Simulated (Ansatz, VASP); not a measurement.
**Cross-check of AlNi between VASP and Ansatz**

One calculation is typed for both programs; each brings its own data sets. How far apart do they land? The cell is taken from a series of runs on this material, whose earlier steps may have relaxed, scaled, displaced or heated it; both programs get it as it stands.

Program: Ansatz 0.2.0. Level of theory: plane waves, with VASP 6.6.1 beside it; zone-centre phonons at LDA. Results are calculated unless marked as measured.

**1. The structure**

The structure is tetragonal, space group P4/mmm (No. 123). Conventional cell: a = 2.865 Å, b = 2.865 Å, c = 2.747 Å, α = 90.00°, β = 90.00°, γ = 90.00°. Nearest to Al lie 8 Ni at 2.45 Å. Ni has 8 Al at 2.45 Å nearest. Farther neighbours are not listed.

**2. Ansatz: zone-centre phonons, LDA**

Ansatz runs on its PAW soft_1 files.

Second derivatives magnify differences that forces hide, and they need a tight electronic threshold.

Input file input.yaml:

```yaml
crystal:
  lattice:
    - [2.8651441087, 0.0, 0.0]
    - [0.0, 2.8651441087, 0.0]
    - [0.0, 0.0, 2.7469591182]
  atoms:
    - { symbol: Al, position: [0.0, 0.0, 0.0] }
    - { symbol: Ni, position: [0.5, 0.5, 0.5] }
kpoints:
  mp_grid: { grid: [16, 16, 16] }
hamiltonian:
  xc: lda
  pseudopotentials: { kind: paw, azcp: { folder: soft_1 }, xc_functional: pbe }
scf:
  occupations: { method: methfessel_paxton, width: 0.2 }
output:
  eigenvalues: true
phonons:
  method: dfpt
```

The run is started by

```bash
$ ansatz run input.yaml --threads 4 --pin off --max-ram 10240MiB --backend cpu --events-out ev --progress --plain --runs-dir out
```

Numbers of over 12 decimals in the logs are rounded to 6 here.

The log of the run:

```text
zone centre: on kpoints.mp_grid the ground state, and the responses unless they are solved on pairs of k-points, stand on 729 of the mesh's 4096 k-points, reduced under 8 symmetry operations, with k and −k counted as one. Each operation leaves every solved displacement unchanged or reverses it
Engine: ansatz 0.2.0, x86_64-unknown-linux-gnu
Pseudopotentials: kind: paw
Pseudopotential: Al, paw, valence charge 3, recommended cutoff 420 eV (normal), soft_1/Al.paw.azcp
Pseudopotential: Ni, paw, valence charge 18, recommended cutoff 420 eV (normal), soft_1/Ni.paw.azcp
Functional definition: SPW92
  exchange = slater_x
  correlation = pw_c
Crystal: 2 atoms, lattice volume = 22.550 Å³
Basis set: ecut = 420 eV, 461 PW (Γ), exchange–correlation on 40×40×40 points (8 copies of the dense FFT grid, shifted against one another)
Bands: 15, of which v1, the nominal top of the filled ones, is band 11 counted from 1 (10 counted from 0)
Symmetry: 16 space group operations
k-points: 729 of 4096 (irreducible under 8 space group operations)
Non-local potential: Al, projectors of the file, l = 0: 2, l = 1: 2, l = 2: 1
Non-local potential: Ni, projectors of the file, l = 0: 3, l = 1: 2, l = 2: 3, l = 3: 1
PAW form: soft (Blöchl's): semilocal exchange-correlation on the pseudo side does not see the compensation charge
PAW frozen core: Al, regenerated for the run's functional, and the local potential with it (the file was generated under x = pbe(κ = 0.804, μ = 0.219515), c = pbe(β = 0.066725))
PAW frozen core: Ni, regenerated for the run's functional, and the local potential with it (the file was generated under x = pbe(κ = 0.804, μ = 0.219515), c = pbe(β = 0.066725))
PAW one-centre angular grid: Al, 110 points (default); XC on 64 Gauss nodes
PAW one-centre angular grid: Ni, 590 points (default); XC on 64 Gauss nodes
Initial density: superposition of atomic densities (chi_scale 0.1, normalization cell, long waves kept (reshape's long-wave potential 0.00 eV rms))
Initial wavefunctions: pseudopotential atomic-orbital guess
Functional: x = slater, c = lda
SCF iter   1: F=—  HF=-6288.042020 eV  |F-HF|=—  |Δ(HF+E_count)|=         —  Δρ=7.12e-2  dr2=1.24e0  ethr=3.10e-3  ⟨swp⟩=4.0  Hψ=48515  notcnv=0
preconditioner: auto → none  [metal: Δε(μ)=0.015 eV  Ē_g=10.556 eV  σ=0.200 eV  W_gap=0.06  n_scr=6 (ndim 8)  ℏωp=28.2 eV  f_vac=0.000  D(μ)=0.70/eV (n_scr^D=6)  sad-step TF]
SCF iter   2: F=—  HF=-6287.871752 eV  |F-HF|=—  |Δ(HF+E_count)|=   1.70e-1  S|Δr|=    0.00e0  Δρ=5.67e-2  dr2=8.05e-1  ethr=3.10e-3  ⟨swp⟩=2.0  Hψ=19505  notcnv=0  defer=152
SCF iter   3: F=—  HF=-6287.675731 eV  |F-HF|=—  |Δ(HF+E_count)|=   1.96e-1  S|Δr|=    0.00e0  Δρ=1.55e-2  dr2=5.65e-2  ethr=3.10e-3  ⟨swp⟩=2.0  Hψ=13942  notcnv=0  defer=152
SCF iter   4: F=—  HF=-6287.664694 eV  |F-HF|=—  |Δ(HF+E_count)|=   1.10e-2  S|Δr|=    0.00e0  Δρ=3.97e-3  dr2=1.92e-3  ethr=2.69e-4  ⟨swp⟩=1.3  Hψ=16974  notcnv=0  defer=146
SCF iter   5: F=—  HF=-6287.664765 eV  |F-HF|=—  |Δ(HF+E_count)|=   7.16e-5  S|Δr|=    0.00e0  Δρ=1.84e-3  dr2=3.60e-4  ethr=9.15e-6  ⟨swp⟩=2.2  Hψ=15462  notcnv=0  defer=146
SCF iter   6: F=—  HF=-6287.664665 eV  |F-HF|=—  |Δ(HF+E_count)|=   1.01e-4  S|Δr|=    0.00e0  Δρ=4.51e-4  dr2=2.28e-5  ethr=1.71e-6  ⟨swp⟩=2.3  Hψ=15909  notcnv=0  defer=146
SCF iter   7: F=—  HF=-6287.664661 eV  |F-HF|=—  |Δ(HF+E_count)|=   4.19e-6  S|Δr|=    0.00e0  Δρ=5.51e-5  dr2=3.53e-7  ethr=1.09e-7  ⟨swp⟩=2.2  Hψ=14956  notcnv=0  defer=146
SCF iter   8: F=—  HF=-6287.664671 eV  |F-HF|=—  |Δ(HF+E_count)|=   9.92e-6  S|Δr|=    0.00e0  Δρ=3.63e-6  dr2=1.64e-9  ethr=1.68e-9  ⟨swp⟩=2.2  Hψ=15485  notcnv=0  defer=146
SCF iter   9: F=-6287.664671 eV  HF=-6287.664671 eV  |F-HF|=4.55e-12  |Δ(HF+E_count)|=  2.02e-10  S|Δr|=    0.00e0  Δρ=2.03e-7  dr2=4.74e-12  ethr=1.00e-12  ⟨swp⟩=5.2  Hψ=56023  notcnv=0
SCF 1 converged in 9 iterations: F = -6287.664671 eV  dr2 = 4.74e-12
  greatest PAW one-centre occupation: 1.001 electrons in one spin orbital (limit 2), on the Ni atom at site 1 (counted from 0), in its partial waves of l = 1
DFPT response loops at Γ: preconditioner auto → Kerker (q_TF=auto, 2.696 Å⁻¹) (partly filled bands, converged f_vac=0.000); β = 1.00, the filter's whole step (`scf.mixing.beta` (0.50) is not read by the response loops under this deck's `scf.mixing.preconditioner`; to damp them name `kerker` or `kerker_dos`, under which they read `scf.mixing.beta`, and type it under 1.00, their step now; both keys bind the ground state too); Broyden in place of MSR1
SCF converged after 9 iterations
Stability not checked: this state was not tested for a lower state beside it, because cold or Methfessel-Paxton smearing, or corrected tetrahedra, fill the levels in a way that the test cannot read (fill_not_monotonic; see scf.lower_state_search)
Free energy (F): -6287.664671 eV
Harris-Foulkes:  -6287.664671 eV  (|F-HF|=4.55e-12)
Internal energy: -6287.664268 eV  (E = F + TS)
E sigma→0 (E₀):  -6287.664570 eV
Entropy (-TS):   -0.000403 eV (-0.201 meV/atom)
Fermi energy:    14.559797 eV
--- Per-component energies (eV) ---
  E_band       = -324.028436
  E_kinetic    = 371.242586
  E_local      = -3671.787954  (includes V_loc(G=0)·N_el)
  E_nonlocal   = -101.770543
  E_hartree    = 1931.869959
  E_xc         = -152.568245
  E_vxc        = -178.864586  (∫ρ·V_xc dr)
  E_paw        = -2037.626209  (= ΣΔE_a)
  E_vpaw       = -606.588523  (= ΣTr[D̂ρ^β])
  E_aug_tail   = 0.000823  (compensation charges beyond the density's cutoff)
  E_ewald      = -2627.514522
  E_core_change = 0.489838  (= ΣΔE_core)
  E_smearing   = -0.000403  (= −TS)
  E_closure    = -0.000000  (closes the sum)
  Σ components = -6287.664671   (vs F -6287.664671, Δ=0.00e0)
--- Band table (eV; the first three rows and the last of 729) ---
  k-point 0: bands = [... 7 lower, 12.7895, 12.9290, 12.9290, 19.7421, 19.7421, 21.3322, 22.7566, 23.0052]
  k-point 1: bands = [... 7 lower, 12.7943, 12.8875, 12.8875, 19.8489, 19.8489, 20.3159, 22.7619, 23.8453]
  k-point 2: bands = [... 7 lower, 12.7733, 12.7733, 12.8080, 18.7509, 20.1590, 20.1590, 22.7774, 24.8977]
  k-point 728: bands = [... 7 lower, 13.4348, 13.5435, 16.4739, 16.4739, 16.5644, 18.6833, 19.0063, 19.4776]
--- Phonons (Γ-DFPT): 4 representative perturbations + reference, on 729 of 4096 k-points (Σ response iterations 12) ---
  k mesh reduced under 8 symmetry operations, with k and −k counted as one. Each operation leaves every solved displacement unchanged or reverses it
  ASR residual: 1.012e-4 → 0.000e0 eV/Å²; symmetrization residual: 9.644e-7 eV/Å²
  ASR residual per site (eV/Å²): 7.95e-6 1.01e-4
  Γ frequencies (cm⁻¹): 0.00 0.00 0.00 308.98 311.84 311.84
  non-analytic LO–TO correction: not included (Born effective charges unavailable; polar crystals: no LO–TO splitting at Γ)
```

The column dr2 measures how far the density is from self-consistency, as an energy; F and HF (Harris–Foulkes) agree once it is small.

(Part 1 of 2 ends here.)

[Lines on the potential files, build, host, timing and source positions are cut from VASP's logs without a mark.]

[Logs are printed without paths, hosts, clocks, repeated set-up lines and the standing remarks that a program may print on its own settings, such as how far it seeks lower states.]

[Hosts, paths, dates, database ids (printed as entryN), source tags and the programs' standing remarks are cut or masked in the printed files.]
